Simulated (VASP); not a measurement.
# A VASP study of MnFe4SiB2 (rev-vdW-DF2): structure first, properties next, part 2 of 6

What structure does MnFe4SiB2 take at this level, and what are its properties? The start is a computed cell from the Materials Project.

VASP 6.6.1; rev-vdW-DF2, spin-polarised from a ferromagnetic start; plane waves and PAW (Mn_pv, Fe, Si, B).

So far: The starting structure; Full relaxation (rev-vdW-DF2).

## (2) Full relaxation (rev-vdW-DF2) (continued)

Parts of OUTCAR (step 2):

```text
ion  position               nearest neighbor table
   1  0.500  0.500  0.000-  13 2.21  14 2.21  16 2.21  15 2.21   8 2.49   9 2.49   3 2.49   4 2.49
                             6 2.49   5 2.49  10 2.49   7 2.49  11 2.57  12 2.57
   2  0.000  0.000  0.000-  13 2.21  14 2.21  15 2.21  16 2.21   8 2.49  10 2.49   3 2.49   4 2.49
                             5 2.49   6 2.49   9 2.49   7 2.49  11 2.57  12 2.57
   3  0.533  0.033  0.837-  15 2.14  16 2.14  13 2.17  12 2.37  11 2.37   2 2.49   1 2.49   4 2.64
                             7 2.66   8 2.80   5 2.91   6 2.91   6 2.91   5 2.91  10 2.99   9 2.99
   4  0.195  0.695  0.163-  15 2.14  16 2.14  14 2.17  12 2.37  11 2.37   2 2.49   1 2.49   3 2.64
                             8 2.66   7 2.80   6 2.91   5 2.91   5 2.91   6 2.91  10 2.99   9 2.99
   5  0.033  0.195  0.500-  14 2.14  13 2.14  15 2.17  11 2.37  12 2.37   2 2.49   1 2.49   6 2.64
                             9 2.66  10 2.80   3 2.91   4 2.91   4 2.91   3 2.91   7 2.99   8 2.99
   6  0.695  0.533  0.500-  14 2.14  13 2.14  16 2.17  12 2.37  11 2.37   1 2.49   2 2.49   5 2.64
                            10 2.66   9 2.80   3 2.91   4 2.91   3 2.91   4 2.91   8 2.99   7 2.99
   7  0.467  0.967  0.163-  15 2.14  16 2.14  14 2.17  12 2.37  11 2.37   2 2.49   1 2.49   8 2.64
                             3 2.66   4 2.80  10 2.91   9 2.91  10 2.91   9 2.91   5 2.99   6 2.99
   8  0.805  0.305  0.837-  15 2.14  16 2.14  13 2.17  12 2.37  11 2.37   2 2.49   1 2.49   7 2.64
                             4 2.66   3 2.80   9 2.91  10 2.91   9 2.91  10 2.91   5 2.99   6 2.99
   9  0.967  0.805  0.500-  13 2.14  14 2.14  16 2.17  11 2.37  12 2.37   1 2.49   2 2.49  10 2.64
                             5 2.66   6 2.80   8 2.91   7 2.91   8 2.91   7 2.91   3 2.99   4 2.99
  10  0.305  0.467  0.500-  13 2.14  14 2.14  15 2.17  12 2.37  11 2.37   2 2.49   1 2.49   9 2.64
                             6 2.66   5 2.80   8 2.91   7 2.91   7 2.91   8 2.91   3 2.99   4 2.99
  11  0.250  0.250  0.000-   3 2.37   4 2.37   6 2.37   7 2.37   8 2.37  10 2.37   5 2.37   9 2.37
                             1 2.57   2 2.57
  12  0.750  0.750  0.000-   3 2.37   4 2.37   5 2.37   7 2.37   8 2.37   9 2.37   6 2.37  10 2.37
                             1 2.57   2 2.57
  13  0.881  0.381  0.262-  14 1.86  10 2.14   9 2.14   6 2.14   5 2.14   8 2.17   3 2.17   2 2.21
                             1 2.21
  14  0.119  0.619  0.738-  13 1.86   6 2.14   5 2.14  10 2.14   9 2.14   4 2.17   7 2.17   2 2.21
                             1 2.21
  15  0.381  0.119  0.500-  16 1.86   4 2.14   7 2.14   8 2.14   3 2.14  10 2.17   5 2.17   1 2.21
                             2 2.21
  16  0.619  0.881  0.500-  15 1.86   4 2.14   7 2.14   8 2.14   3 2.14   9 2.17   6 2.17   2 2.21
                             1 2.21

  LATTYP: Found a body centered tetragonal cell.
 ALAT       =     5.5304960000
 C/A-ratio  =     1.8583302474

 Subroutine GETGRP returns: Found 16 space group operations
 (whereof  8 operations were pure point group operations)

The static configuration has the point symmetry C_4h.
 The point group associated with its full space group is D_4h.

 Found     30 irreducible k-points:

   k-points           NKPTS =     30   k-points in BZ     NKDIM =     30   number of bands    NBANDS=     98

   dimension x,y,z NGX =    48 NGY =   48 NGZ =   48
   dimension x,y,z NGXF=    96 NGYF=   96 NGZF=   96

   ENCUT  =  420.0 eV  30.87 Ry    5.56 a.u.  10.79 10.79 10.79*2*pi/ulx,y,z

   NELECT =     110.0000    total number of electrons

 k-points in reciprocal lattice and weights: Automatic mesh
   0.00000000  0.00000000  0.00000000       0.005
   0.16666667  0.00000000 -0.00000000       0.037
   0.33333333 -0.00000000  0.00000000       0.037
   0.50000000 -0.00000000  0.00000000       0.019
   0.16666667  0.16666667 -0.00000000       0.037
   0.33333333  0.16666667  0.00000000       0.074
   0.50000000  0.16666667 -0.00000000       0.074
  -0.33333333  0.16666667 -0.00000000       0.074
  -0.16666667  0.16666667  0.00000000       0.019
[...]
-0.33333333 -0.33333333  0.33333333       0.009
   0.50000000  0.50000000  0.50000000       0.005

 average (electrostatic) potential at core
       1 -66.1766       2 -66.1766       3 -40.9339       4 -40.9339       5 -40.9339
       6 -40.9339       7 -40.9339       8 -40.9339       9 -40.9339      10 -40.9339
      11 -80.7169      12 -80.7169      13 -24.6946      14 -24.6946      15 -24.6946
      16 -24.6946

 E-fermi :   8.3597

 spin component 1
 k-point     1 :       0.0000    0.0000    0.0000
  band No.  band energies     occupation
    ...
     60       7.9336      1.00512
     61       7.9523      1.00708
     62       7.9723      1.00974
     63       8.0123      1.01696
     64       8.0488      1.02516
     65       8.3937      0.35841
     66       8.9520     -0.00012
     67       8.9520     -0.00012
     68       9.2056     -0.00000
     69       9.2056     -0.00000
    ...

 k-point     2 :       0.1667    0.0000   -0.0000
  band No.  band energies     occupation
    ...
     60       7.8632      1.00125
     61       8.0314      1.02116
     62       8.1293      1.03457
     63       8.1802      1.01097
     64       8.2923      0.76798
     65       8.6139     -0.03515
     66       8.6636     -0.02679
     67       8.8144     -0.00300
     68       9.2308     -0.00000
     69       9.4754     -0.00000
    ...

 k-point     3 :       0.3333   -0.0000    0.0000
  band No.  band energies     occupation
    ...
     58       7.5611      1.00000
     59       7.7817      1.00017
     60       7.9202      1.00401
     61       8.0461      1.02454
     62       8.1534      1.02809
     63       8.4446      0.17409
     64       8.4472      0.16606
     65       8.7938     -0.00444
     66       8.7982     -0.00409
     67       9.2112     -0.00000
    ...

 k-point     4 :       0.5000   -0.0000    0.0000
  band No.  band energies     occupation
    ...
     58       7.5723      1.00000
     59       7.8317      1.00061
     60       7.8317      1.00061
     61       8.0215      1.01895
     62       8.0215      1.01895
     63       8.5094      0.02440
     64       8.5094      0.02440
     65       9.0680     -0.00000
     66       9.0680     -0.00000
     67       9.4962     -0.00000
    ...

 k-point     5 :       0.1667    0.1667   -0.0000
  band No.  band energies     occupation
    ...
     59       7.8003      1.00028
     60       7.9274      1.00458
     61       8.0674      1.02932
     62       8.1504      1.02931
     63       8.2447      0.90854
     64       8.4712      0.10008
     65       8.6370     -0.03225
     66       8.8140     -0.00303
     67       8.9386     -0.00017
     68       9.2306     -0.00000
    ...

 k-point     6 :       0.3333    0.1667    0.0000
  band No.  band energies     occupation
    ...
     58       7.6432      1.00000
     59       7.7496      1.00007
     60       7.8715      1.00150
     61       8.0648      1.02876
     62       8.1341      1.03382
     63       8.3806      0.41200
     64       8.6661     -0.02622
     65       8.8647     -0.00104
     66       9.0016     -0.00003
     67       9.1670     -0.00000
    ...

Total vdW correction in eV:     14.7984071

  Total       -0.0069137     -0.0069137      0.0149027      0.0000000      0.0000000     -0.0000000
  in kB       -0.0720528     -0.0720528      0.1553133      0.0000000      0.0000000     -0.0000000
  external PRESSURE =       0.0037359 kB  Pullay stress =       0.0000000 kB

  energy-cutoff  :      420.00
  volume of cell :      153.73
      direct lattice vectors                 reciprocal lattice vectors
    -2.748986249  2.748986249  5.085843633     0.000000000  0.181885231  0.098312106
     2.748986249 -2.748986249  5.085843633     0.181885231  0.000000000  0.098312106
     2.748986249  2.748986249 -5.085843633     0.181885231  0.181885231  0.000000000

 POSITION                                       TOTAL-FORCE (eV/Angst)
 -----------------------------------------------------------------------------------
      0.00000      0.00000      5.08584         0.000000      0.000000     -0.000000
      0.00000      0.00000      0.00000         0.000000     -0.000000     -0.000000
      0.92300      3.67198     -1.38356        -0.001840     -0.001840     -0.001874
      1.82599     -0.92300      3.70228         0.001840      0.001840     -0.001874
      1.82599      0.92300     -1.38356         0.001840     -0.001840     -0.001874
      0.92300      1.82599      3.70228        -0.001840      0.001840     -0.001874
      1.82599     -0.92300      6.46941         0.001840      0.001840      0.001874
      0.92300      3.67198      1.38356        -0.001840     -0.001840      0.001874
      0.92300      1.82599      6.46941        -0.001840      0.001840      0.001874
      1.82599      0.92300      1.38356         0.001840     -0.001840      0.001874
      0.00000      0.00000      2.54292         0.000000     -0.000000     -0.000000
      0.00000      0.00000      7.62877         0.000000      0.000000     -0.000000
     -0.66042      2.08856      5.08584        -0.006171     -0.006171      0.000000
      3.40941      0.66042     -0.00000         0.006171      0.006171     -0.000000
      0.66042      2.08856      0.00000         0.006171     -0.006171     -0.000000
      2.08856      0.66042      5.08584        -0.006171      0.006171     -0.000000
 -----------------------------------------------------------------------------------
    total drift:                               -0.000000      0.000000     -0.000000

  FREE ENERGIE OF THE ION-ELECTRON SYSTEM (eV)
  ---------------------------------------------------
  free  energy   TOTEN  =      -101.1705657926 eV

  energy  without entropy=     -101.1777347539  energy(sigma->0) =     -101.17295545

Total vdW correction in eV:     14.7982932

 reached required accuracy - stopping structural energy minimisation

 total charge
# of ion       s       p       d       tot
------------------------------------------
    1        0.378   6.453   5.259  12.090
    2        0.378   6.453   5.259  12.090
    3        0.441   0.616   6.455   7.512
    4        0.441   0.616   6.455   7.512
    5        0.441   0.616   6.455   7.512
    6        0.441   0.616   6.455   7.512
    7        0.441   0.616   6.455   7.512
    8        0.441   0.616   6.455   7.512
    9        0.441   0.616   6.455   7.512
   10        0.441   0.616   6.455   7.512
   11        0.750   0.979   0.000   1.729
   12        0.750   0.979   0.000   1.729
   13        0.700   1.189   0.000   1.888
   14        0.700   1.189   0.000   1.888
   15        0.700   1.189   0.000   1.888
   16        0.700   1.189   0.000   1.888
--------------------------------------------------
tot          8.585  24.543  62.162  95.291

 magnetization (x)
# of ion       s       p       d       tot
------------------------------------------
    1        0.001   0.000   1.997   1.999
    2        0.001   0.000   1.997   1.999
    3        0.001  -0.013   1.523   1.511
    4        0.001  -0.013   1.523   1.511
    5        0.001  -0.013   1.523   1.511
    6        0.001  -0.013   1.523   1.511
    7        0.001  -0.013   1.523   1.511
    8        0.001  -0.013   1.523   1.511
    9        0.001  -0.013   1.523   1.511
   10        0.001  -0.013   1.523   1.511
   11       -0.011  -0.062   0.000  -0.073
   12       -0.011  -0.062   0.000  -0.073
   13       -0.019  -0.084   0.000  -0.103
   14       -0.019  -0.084   0.000  -0.103
   15       -0.019  -0.084   0.000  -0.103
   16       -0.019  -0.084   0.000  -0.103
--------------------------------------------------
tot         -0.087  -0.563  16.177  15.527

[... 6 further parts left out ...]
```

The magnetic state follows from one typed start and may not be the lowest. The PAW data sets were made with PBE, which is usual practice but a small mismatch for other functionals. The run keeps the 16 symmetry operations of its start, so it cannot find a distortion of lower symmetry.

The steps of the relaxation:

| step | energy less that of the first step (eV) | largest force (eV/Å) | pressure (GPa) | volume (Å³) |
| --- | --- | --- | --- | --- |
| 1 | 0.0000 | 0.1118 | -4.77 | 157.18 |
| 2 | -0.0004 | 0.1078 | 5.16 | 150.62 |
| 3 | -0.0519 | 0.0628 | -0.02 | 153.84 |
| 4 | -0.0519 | 0.0635 | 0.12 | 153.77 |
| 5 | -0.0531 | 0.0278 | 0.09 | 153.75 |
| 6 | -0.0535 | 0.0352 | 0.08 | 153.71 |
| 7 | -0.0536 | 0.0317 | 0.08 | 153.72 |
| 8 | -0.0539 | 0.0178 | -0.15 | 153.83 |
| 9 | -0.0539 | 0.0122 | -0.21 | 153.88 |
| 10 | -0.0541 | 0.0087 | 0.00 | 153.73 |

| conventional cell, symmetrised | before | after | change |
| --- | --- | --- | --- |
| a (Å) | 5.530 | 5.498 | -0.6 % |
| b (Å) | 5.530 | 5.498 | -0.6 % |
| c (Å) | 10.277 | 10.172 | -1.0 % |
| volume (Å³/atom) | 9.82 | 9.61 | -2.2 % |

Final coordinates:

```xyz
16
Lattice="-2.7490 2.7490 5.0858 2.7490 -2.7490 5.0858 2.7490 2.7490 -5.0858" Properties=species:S:1:pos:R:3 pbc="T T T"
Mn    0.0000    0.0000    5.0858
Mn    0.0000    0.0000    0.0000
Fe    0.9230    3.6720   -1.3836
Fe    1.8260   -0.9230    3.7023
Fe    1.8260    0.9230   -1.3836
Fe    0.9230    1.8260    3.7023
Fe    1.8260   -0.9230    6.4694
Fe    0.9230    3.6720    1.3836
Fe    0.9230    1.8260    6.4694
Fe    1.8260    0.9230    1.3836
Si    0.0000    0.0000    2.5429
Si    0.0000    0.0000    7.6288
B    -0.6604    2.0886    5.0858
B     3.4094    0.6604    0.0000
B     0.6604    2.0886    0.0000
B     2.0886    0.6604    5.0858
```

Numbers from this step:

```yaml
electrons: 110
bands: 98
irreducible_k_points: 30
symmetry_operations: 16
free_energy_toten: -101.1706 eV
energy_at_zero_smearing: -101.1730 eV
fermi_energy: 8.360 eV
pressure: 3.74e-4 GPa
moment_of_the_cell_from_the_last_line_of_the_log: 15.46 μB
metallic: yes
scf_cycles_over_all_ionic_steps: 91
```

Spin moment in the PAW sphere by atom:

| atom | spin moment in the PAW sphere (μB) |
| --- | --- |
| Mn1 | 2.00 |
| Mn2 | 2.00 |
| Fe3 | 1.51 |
| Fe4 | 1.51 |
| Fe5 | 1.51 |
| Fe6 | 1.51 |
| Fe7 | 1.51 |
| Fe8 | 1.51 |
| Fe9 | 1.51 |
| Fe10 | 1.51 |
| Si11 | -0.07 |
| Si12 | -0.07 |
| B13 | -0.10 |
| B14 | -0.10 |
| B15 | -0.10 |
| B16 | -0.10 |

It ends with a largest force of 0.009 eV/Å and a pressure of 0.00 GPa.

(Part 2 of 6 ends here.)

[Lines on the potential files, build, host, timing and source positions are cut from VASP's logs without a mark.]

[Logs are printed without paths, hosts, clocks, repeated set-up lines and the standing remarks that a program may print on its own settings, such as how far it seeks lower states.]

[Hosts, paths, dates, database ids (printed as entryN), source tags and the programs' standing remarks are cut or masked in the printed files.]

[A measured line is paired with the nearest computed mode of its activity, which favours agreement.]

[In band tables of VASP the shares of atoms and orbitals are scaled to a sum of 1 inside the atoms' spheres.]
